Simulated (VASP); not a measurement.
Output of a VASP run:

### OUTCAR
```
 ion  position               nearest neighbor table
   1  0.500  0.000  0.000-   2 2.37  30 2.37  46 2.37  62 2.37
   2  0.625  0.125  0.125-   1 2.37   3 2.37   5 2.37  17 2.39
   3  0.750  0.250  0.000-   2 2.37   4 2.37  26 2.37  48 2.37
   4  0.875  0.375  0.125-   3 2.37  19 2.37  27 2.37  31 2.37
   5  0.750  0.000  0.250-   2 2.37   6 2.37  14 2.37  36 2.37
   6  0.875  0.125  0.375-   5 2.37  23 2.37  31 2.37  37 2.37
   7  0.000  0.000  0.000-   8 2.37  14 2.37  26 2.37  64 2.37
   8  0.125  0.125  0.125-   7 2.37   9 2.37  15 2.37  31 2.37
   9  0.250  0.250  0.000-  10 2.37   8 2.37  46 2.37  58 2.37
  10  0.378  0.375  0.122-  11 2.33  17 2.37   9 2.37  33 2.41
  11  0.500  0.500  0.000-  10 2.33  12 2.37  48 2.37  60 2.37
  12  0.625  0.625  0.125-  11 2.37  13 2.37  19 2.37  35 2.37
  13  0.750  0.750  0.000-  12 2.37  14 2.37  50 2.37  62 2.37
  14  0.875  0.875  0.125-   5 2.37   7 2.37  13 2.37  51 2.37
  15  0.250  0.000  0.250-   8 2.37  30 2.37  52 2.37  16 2.39
  16  0.378  0.126  0.375-  21 2.36  17 2.37  39 2.38  15 2.39
  17  0.502  0.255  0.251-  18 2.28  65 2.36  10 2.37  16 2.37   2 2.39
  18  0.621  0.372  0.376-  17 2.28  41 2.35  23 2.37  19 2.43
  19  0.750  0.500  0.250-   4 2.37  12 2.37  20 2.37  18 2.43
  20  0.875  0.625  0.375-  19 2.37  43 2.37  51 2.37  53 2.37
  21  0.500  0.000  0.500-  16 2.36  22 2.37  36 2.37  56 2.37
  22  0.625  0.125  0.625-  21 2.37  23 2.37  25 2.37  47 2.37
  23  0.750  0.250  0.500-  18 2.37   6 2.37  22 2.37  24 2.37
  24  0.875  0.375  0.625-  23 2.37  49 2.37  53 2.37  57 2.37
  25  0.750  0.000  0.750-  22 2.37  26 2.37  44 2.37  62 2.37
  26  0.875  0.125  0.875-   3 2.37   7 2.37  25 2.37  57 2.37
  27  0.000  0.500  0.000-   4 2.37  28 2.37  50 2.37  58 2.37
  28  0.125  0.625  0.125-  33 2.37  29 2.37  27 2.37  51 2.37
  29  0.250  0.750  0.000-  28 2.37  30 2.37  60 2.37  64 2.37
  30  0.375  0.875  0.125-   1 2.37  15 2.37  29 2.37  35 2.37
  31  0.000  0.250  0.250-   4 2.37   6 2.37   8 2.37  32 2.37
  32  0.126  0.375  0.375-  39 2.35  33 2.36  53 2.37  31 2.37
  33  0.250  0.500  0.251-  34 2.30  32 2.36  28 2.37  65 2.38  10 2.41
  34  0.371  0.622  0.373-  33 2.30  41 2.35  55 2.37  35 2.40
  35  0.500  0.750  0.250-  12 2.37  30 2.37  36 2.37  34 2.40
  36  0.625  0.875  0.375-   5 2.37  21 2.37  35 2.37  43 2.37
  37  0.000  0.000  0.500-   6 2.37  38 2.37  44 2.37  52 2.37
  38  0.125  0.125  0.625-  39 2.33  37 2.37  45 2.37  57 2.37
  39  0.246  0.246  0.498-  38 2.33  32 2.35  65 2.37  16 2.38  40 2.40
  40  0.378  0.370  0.622-  47 2.34  41 2.37  39 2.40  59 2.44
  41  0.498  0.500  0.496-  65 2.34  18 2.35  34 2.35  40 2.37  42 2.40
  42  0.625  0.625  0.625-  43 2.37  49 2.37  61 2.37  41 2.40
  43  0.750  0.750  0.500-  20 2.37  36 2.37  42 2.37  44 2.37
  44  0.875  0.875  0.625-  25 2.37  37 2.37  43 2.37  63 2.37
  45  0.250  0.000  0.750-  38 2.37  46 2.37  56 2.37  64 2.37
  46  0.375  0.125  0.875-   1 2.37   9 2.37  45 2.37  47 2.37
  47  0.500  0.250  0.750-  40 2.34  22 2.37  46 2.37  48 2.37
  48  0.625  0.375  0.875-   3 2.37  11 2.37  47 2.37  49 2.37
  49  0.750  0.500  0.750-  24 2.37  42 2.37  48 2.37  50 2.37
  50  0.875  0.625  0.875-  13 2.37  27 2.37  49 2.37  63 2.37
  51  0.000  0.750  0.250-  14 2.37  20 2.37  28 2.37  52 2.37
  52  0.125  0.875  0.375-  15 2.37  37 2.37  51 2.37  55 2.37
  53  0.000  0.500  0.500-  20 2.37  24 2.37  54 2.37  32 2.37
  54  0.125  0.625  0.625-  53 2.37  55 2.37  59 2.37  63 2.37
  55  0.250  0.750  0.500-  52 2.37  54 2.37  56 2.37  34 2.37
  56  0.375  0.875  0.625-  21 2.37  45 2.37  55 2.37  61 2.37
  57  0.000  0.250  0.750-  24 2.37  26 2.37  38 2.37  58 2.37
  58  0.125  0.375  0.875-   9 2.37  27 2.37  57 2.37  59 2.37
  59  0.250  0.500  0.750-  54 2.37  58 2.37  60 2.37  40 2.44
  60  0.375  0.625  0.875-  11 2.37  29 2.37  59 2.37  61 2.37
  61  0.500  0.750  0.750-  42 2.37  56 2.37  60 2.37  62 2.37
  62  0.625  0.875  0.875-   1 2.37  13 2.37  25 2.37  61 2.37
  63  0.000  0.750  0.750-  44 2.37  50 2.37  54 2.37  64 2.37
  64  0.125  0.875  0.875-   7 2.37  29 2.37  45 2.37  63 2.37
  65  0.373  0.373  0.377-  41 2.34  17 2.36  39 2.37  33 2.38
 Subroutine IBZKPT returns following result:
 Found      1 irreducible k-points:

 Following reciprocal coordinates:
            Coordinates               Weight
  0.000000  0.000000  0.000000      1.000000
   k-points           NKPTS =      1   k-points in BZ     NKDIM =      1   number of bands    NBANDS=    165
   number of dos      NEDOS =    301   number of ions     NIONS =     65
   total plane-waves  NPLWV = 157464
   dimension x,y,z NGX =    54 NGY =   54 NGZ =   54
   dimension x,y,z NGXF=   108 NGYF=  108 NGZF=  108
   ions per type =              64   1
   PREC   = normal    normal or accurate (medium, high low for compatibility)
   ISTART =      0    job   : 0-new  1-cont  2-samecut
...
```

File OSZICAR:
```
...
RMM:   3    -0.333801848516E+03   -0.14837E-03   -0.47565E-03   341   0.148E-01    0.709E-02
RMM:   4    -0.333801837852E+03    0.10664E-04   -0.75352E-04   345   0.625E-02    0.298E-02
RMM:   5    -0.333801848068E+03   -0.10216E-04   -0.18731E-04   344   0.284E-02    0.113E-02
RMM:   6    -0.333801850224E+03   -0.21560E-05   -0.30829E-05   228   0.122E-02
  29 F= -.33380185E+03 E0= -.33380185E+03  d E =-.195217E-01
       N       E                     dE             d eps       ncg     rms          rms(c)
DAV:   1    -0.333804089765E+03   -0.22417E-02   -0.10970E+00   338   0.205E+00    0.313E-01
RMM:   2    -0.333808549915E+03   -0.44602E-02   -0.47803E-02   334   0.374E-01    0.113E-01
RMM:   3    -0.333808660002E+03   -0.11009E-03   -0.53590E-03   341   0.147E-01    0.718E-02
RMM:   4    -0.333808638921E+03    0.21081E-04   -0.81596E-04   357   0.597E-02    0.401E-02
RMM:   5    -0.333808629999E+03    0.89216E-05   -0.17909E-04   328   0.285E-02    0.869E-03
RMM:   6    -0.333808634010E+03   -0.40107E-05   -0.40660E-05   237   0.136E-02
  30 F= -.33380863E+03 E0= -.33380863E+03  d E =-.678379E-02
       N       E                     dE             d eps       ncg     rms          rms(c)
DAV:   1    -0.333808398716E+03    0.23128E-03   -0.23672E-01   348   0.951E-01    0.144E-01
RMM:   2    -0.333809361207E+03   -0.96249E-03   -0.10266E-02   334   0.174E-01    0.524E-02
RMM:   3    -0.333809391860E+03   -0.30653E-04   -0.11885E-03   341   0.691E-02    0.336E-02
RMM:   4    -0.333809388444E+03    0.34161E-05   -0.18844E-04   341   0.280E-02    0.191E-02
RMM:   5    -0.333809385660E+03    0.27832E-05   -0.40354E-05   233   0.135E-02
  31 F= -.33380939E+03 E0= -.33380939E+03  d E =-.753544E-02
       N       E                     dE             d eps       ncg     rms          rms(c)
DAV:   1    -0.333811348433E+03   -0.19600E-02   -0.25213E-01   340   0.103E+00    0.148E-01
RMM:   2    -0.333812215311E+03   -0.86688E-03   -0.95374E-03   332   0.185E-01    0.641E-02
RMM:   3    -0.333812269875E+03   -0.54564E-04   -0.13310E-03   338   0.772E-02    0.392E-02
RMM:   4    -0.333812268551E+03    0.13238E-05   -0.21208E-04   351   0.330E-02    0.158E-02
RMM:   5    -0.333812270973E+03   -0.24217E-05   -0.43800E-05   239   0.143E-02
  32 F= -.33381227E+03 E0= -.33381227E+03  d E =-.288531E-02
       N       E                     dE             d eps       ncg     rms          rms(c)
DAV:   1    -0.333812407206E+03   -0.13865E-03   -0.98047E-02   340   0.640E-01    0.915E-02
RMM:   2    -0.333812748330E+03   -0.34112E-03   -0.37333E-03   334   0.116E-01    0.398E-02
RMM:   3    -0.333812770998E+03   -0.22668E-04   -0.52338E-04   339   0.486E-02    0.249E-02
RMM:   4    -0.333812770739E+03    0.25892E-06   -0.85262E-05   304   0.209E-02
  33 F= -.33381277E+03 E0= -.33381277E+03  d E =-.338508E-02
       N       E                     dE             d eps       ncg     rms          rms(c)
DAV:   1    -0.333814070933E+03   -0.12999E-02   -0.32615E-01   340   0.117E+00    0.155E-01
RMM:   2    -0.333815135798E+03   -0.10649E-02   -0.11632E-02   335   0.207E-01    0.693E-02
RMM:   3    -0.333815199567E+03   -0.63769E-04   -0.16308E-03   344   0.860E-02    0.456E-02
RMM:   4    -0.333815198001E+03    0.15654E-05   -0.25323E-04   353   0.360E-02    0.190E-02
RMM:   5    -0.333815200331E+03   -0.23301E-05   -0.54129E-05   249   0.160E-02
  34 F= -.33381520E+03 E0= -.33381520E+03  d E =-.242959E-02
```

OUTCAR:
```
------------------------ aborting loop because EDIFF is reached ----------------------------------------
  FORCE on cell =-STRESS in cart. coord.  units (eV):
  Direction    XX          YY          ZZ          XY          YZ          ZX
  --------------------------------------------------------------------------------------
  Total       26.5503077     26.5781061     28.6617383     -1.1943645      0.2241773     -0.3443474
  in kB       32.5144646     32.5485075     35.1001986     -1.4626618      0.2745356     -0.4217002
  external PRESSURE =      33.3877236 kB  Pullay stress =       0.0000000 kB
  volume of cell :     1308.29
      direct lattice vectors                 reciprocal lattice vectors
    10.937074700  0.000000000  0.000000000     0.091432127  0.000000000  0.000000000
     0.000000000 10.937074700  0.000000000     0.000000000  0.091432127  0.000000000
     0.000000000  0.000000000 10.937074700     0.000000000  0.000000000  0.091432127
 POSITION                                       TOTAL-FORCE (eV/Angst)
 -----------------------------------------------------------------------------------
      5.46375     10.90789     10.92828        -0.018476      0.001915     -0.006388
      6.83419      1.36807      1.32094        -0.003341      0.005471      0.015636
      8.23124      2.73616     10.92625         0.007027      0.013167      0.001430
      9.57393      4.09770      1.37033         0.001133     -0.000571      0.001148
      8.18671      0.01132      2.71523         0.009318     -0.005537     -0.013193
      9.56453      1.34767      4.10280        -0.012895     -0.004069     -0.008033
     10.93466     10.93707     10.92600        -0.002558     -0.005111     -0.004454
      1.36448      1.36155      1.37373        -0.010232     -0.002921     -0.004966
      2.73795      2.73624      0.01836         0.002530      0.013899     -0.007771
      4.09838      4.09880      1.40482         0.000751      0.009178     -0.023555
      5.45966      5.45895      0.02042         0.000798      0.005785     -0.009863
      6.83488      6.83163      1.37609         0.007439      0.000081      0.002235
      8.19590      8.19760     10.92860         0.003032      0.005575     -0.012581
      9.56401      9.56769      1.36503         0.012192      0.006787      0.000888
      2.72362     10.91392      2.73559         0.015204     -0.006682      0.012894
      4.11124      1.31473      4.07438        -0.010105      0.011385      0.020177
      5.48750      2.71488      2.74221        -0.004521     -0.001931     -0.009119
      6.88969      4.08690      4.07746        -0.001043      0.010560      0.010040
      8.22533      5.47127      2.73505         0.006563     -0.003024      0.011548
      9.57547      6.84909      4.10533         0.011800      0.014913     -0.017228
      5.46389     10.91997      5.46699         0.003543      0.010713     -0.001095
      6.81634      1.37979      6.83281         0.013425     -0.004874      0.005442
      8.21795      2.73114      5.46869        -0.004021     -0.000640     -0.002553
      9.56910      4.09931      6.85511        -0.006944     -0.000238     -0.007624
      8.19489      0.00176      8.19199        -0.017021      0.004672      0.009756
      9.59045      1.37500      9.53868        -0.000384      0.013853     -0.000071
     10.90639      5.46369     10.92514         0.005100     -0.014730      0.002435
      1.36075      6.84368      1.31570         0.001726     -0.006650      0.005500
      2.73591      8.23532     10.92292         0.014855      0.013220     -0.001573
      4.09969      9.56637      1.37148         0.009603     -0.000497      0.003480
     10.92441      2.72666      2.73951        -0.000661      0.000134      0.004070
      1.32872      4.11849      4.07856         0.002966     -0.010017      0.024423
      2.70687      5.49928      2.72738         0.015495     -0.023949     -0.008199
      4.08562      6.87579      4.08462         0.000980     -0.008945      0.004674
      5.47138      8.21384      2.73930         0.006059      0.013901      0.007239
      6.85010      9.57275      4.10489         0.008114      0.008075     -0.025529
      0.01687      0.01502      5.47126         0.007136      0.011030     -0.007179
      1.46916      1.47367      6.67528        -0.008309     -0.007306      0.005579
      2.97691      2.97108      5.33712         0.003214     -0.006797     -0.006250
      4.09819      4.11325      7.09794        -0.015668     -0.008077     -0.003555
      5.24592      5.23620      5.34094        -0.013959     -0.008071      0.005692
      6.73581      6.73931      6.68479        -0.009216     -0.015851     -0.006792
      8.18812      8.18702      5.47288        -0.009756     -0.012222     -0.016154
      9.56884      9.57126      6.82334        -0.002991     -0.000287     -0.007377
      2.71009      0.05555      8.14762        -0.009303      0.000582     -0.004510
      4.08564      1.33640      9.59108        -0.008697     -0.006407      0.005457
      5.49135      2.70728      8.29596         0.007390     -0.004666      0.017285
      6.86076      4.11128      9.59366         0.010131      0.012378      0.006494
      8.14660      5.48792      8.15508         0.001183     -0.001034     -0.018534
      9.54132      6.82419      9.54109         0.009827     -0.007613      0.006216
      0.00637      8.18991      2.71551        -0.010010      0.009169     -0.003225
      1.34660      9.56019      4.10244        -0.000925     -0.014740     -0.002880
     10.92397      5.46504      5.46880         0.000263      0.011087     -0.000025
      1.37552      6.82150      6.83775        -0.005723      0.009884      0.012688
      2.73065      8.21271      5.46895        -0.005387      0.006093      0.004935
      4.09853      9.56703      6.85470        -0.009508     -0.008093     -0.013846
...
```
(Selected blocks of OUTCAR.)

File POSCAR:
```
OSi64
1
   10.9370747004     0.0000000000     0.0000000000
    0.0000000000    10.9370747004     0.0000000000
   -0.0000000000    -0.0000000000    10.9370747004
Si O
64 1
Direct
  0.5000000000   0.0000000000   0.0000000000
  0.6250000000   0.1250000000   0.1250000000
  0.7500000000   0.2500000000   0.0000000000
  0.8750000000   0.3750000000   0.1250000000
  0.7500000000   0.0000000000   0.2500000000
  0.8750000000   0.1250000000   0.3750000000
  0.0000000000   0.0000000000   0.0000000000
  0.1250000000   0.1250000000   0.1250000000
  0.2500000000   0.2500000000   0.0000000000
  0.3775150000   0.3754490000   0.1218540000
  0.5000000000   0.5000000000   0.0000000000
  0.6250000000   0.6250000000   0.1250000000
  0.7500000000   0.7500000000   0.0000000000
  0.8750000000   0.8750000000   0.1250000000
  0.2500000000   0.0000000000   0.2500000000
  0.3781340000   0.1259710000   0.3745890000
  0.5018630000   0.2545270000   0.2512590000
  0.6205650000   0.3716820000   0.3763380000
  0.7500000000   0.5000000000   0.2500000000
  0.8750000000   0.6250000000   0.3750000000
  0.5000000000   0.0000000000   0.5000000000
  0.6250000000   0.1250000000   0.6250000000
  0.7500000000   0.2500000000   0.5000000000
  0.8750000000   0.3750000000   0.6250000000
  0.7500000000   0.0000000000   0.7500000000
  0.8750000000   0.1250000000   0.8750000000
  0.0000000000   0.5000000000   0.0000000000
  0.1250000000   0.6250000000   0.1250000000
  0.2500000000   0.7500000000   0.0000000000
  0.3750000000   0.8750000000   0.1250000000
  0.0000000000   0.2500000000   0.2500000000
  0.1256190000   0.3750990000   0.3750620000
  0.2496260000   0.5004030000   0.2507050000
  0.3707220000   0.6222230000   0.3728170000
  0.5000000000   0.7500000000   0.2500000000
  0.6250000000   0.8750000000   0.3750000000
  0.0000000000   0.0000000000   0.5000000000
  0.1250000000   0.1250000000   0.6250000000
  0.2456050000   0.2464220000   0.4976550000
  0.3782640000   0.3704940000   0.6215440000
  0.4980750000   0.5003670000   0.4964480000
  0.6250000000   0.6250000000   0.6250000000
  0.7500000000   0.7500000000   0.5000000000
  0.8750000000   0.8750000000   0.6250000000
  0.2500000000   0.0000000000   0.7500000000
  0.3750000000   0.1250000000   0.8750000000
  0.5000000000   0.2500000000   0.7500000000
  0.6250000000   0.3750000000   0.8750000000
  0.7500000000   0.5000000000   0.7500000000
  0.8750000000   0.6250000000   0.8750000000
  0.0000000000   0.7500000000   0.2500000000
  0.1250000000   0.8750000000   0.3750000000
  0.0000000000   0.5000000000   0.5000000000
  0.1250000000   0.6250000000   0.6250000000
  0.2500000000   0.7500000000   0.5000000000
  0.3750000000   0.8750000000   0.6250000000
  0.0000000000   0.2500000000   0.7500000000
  0.1250000000   0.3750000000   0.8750000000
  0.2500000000   0.5000000000   0.7500000000
  0.3750000000   0.6250000000   0.8750000000
  0.5000000000   0.7500000000   0.7500000000
  0.6250000000   0.8750000000   0.8750000000
  0.0000000000   0.7500000000   0.7500000000
  0.1250000000   0.8750000000   0.8750000000
  0.3729950000   0.3733400000   0.3774520000
```

### Question
Reconstruct the remaining input files.

### Answer
Several could match; the one computed here: the input of the run itself, PBE GGA, plane waves, VASP's PBE PAW potentials (set 64).

### INCAR
```
GGA=PE
LCHARG=.FALSE.
NELMIN=4
ISYM=0
NELECT=264.0
NELM=100   ! most electronic steps
EDIFFG=-0.03
PREC=Normal
IBRION=2   ! conjugate gradients
ISIF=2
EDIFF=1E-5
NSW=60   ! most ionic steps
ENCUT=400   ! plane-wave cut-off (eV)
LASPH=.TRUE.   ! aspherical one-centre terms
LWAVE=.FALSE.
LREAL=Auto   ! projection in real space or not
ALGO=Fast   ! Davidson, then RMM-DIIS
SYSTEM=OSi64
ISMEAR=0   ! Gaussian
SIGMA=0.05
```

### KPOINTS
```
Automatic mesh
0
Gamma
1 1 1
0 0 0
```

POTCAR, in this order: Si O (PBE.64 set). Program: vasp_gam.

At this cut-off the stress carries a Pulay error, which pulls relaxed volumes low. The cell is charged, with a uniform compensating background. The supercell is sampled at Γ alone, which is coarse: total energies, pressure and levels can be off, energies of defects by several tenths of an eV.

The cell is a supercell with a defect, built from Si (diamond): O_i, charge -2. The run is not spin-polarised, so no state with unpaired spins was tried.
